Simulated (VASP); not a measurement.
Input:

```
CELL_PARAMETERS angstrom
      0.00000     3.31639     3.31639
      3.31639     0.00000     3.31639
      3.31639     3.31639     0.00000
ATOMIC_POSITIONS crystal
  In 0.00000 0.00000 0.00000
  Sb 0.25000 0.25000 0.25000
```

These are PBE GGA, VASP's PBE PAW potentials (set 64) (plane waves; VASP) values and carry that method's errors. Settings: 500 eV cut-off, 10×10×10 Γ-centred mesh, first-order Methfessel-Paxton smearing of 0.10 eV, potentials In_d Sb.

Unless said otherwise, spin-orbit coupling is left out, though it shifts the bands of the heavy elements here.

**Question.** Estimate the energy per atom (σ→0), band gap (on the k-mesh) with the smallest direct gap where there is one.

**Answer.** 
| Quantity | Value |
|---|---|
| band gap (on the k-mesh) | none (metal, semimetal or under 0.01 eV) |
| energy per atom (σ→0) | -3.476 eV/atom |

Total energies compare only between runs with the same potentials, cut-off and functional.

The compound is InSb in the zinc blende structure. It was relaxed first, which changed the volume by +7 %.
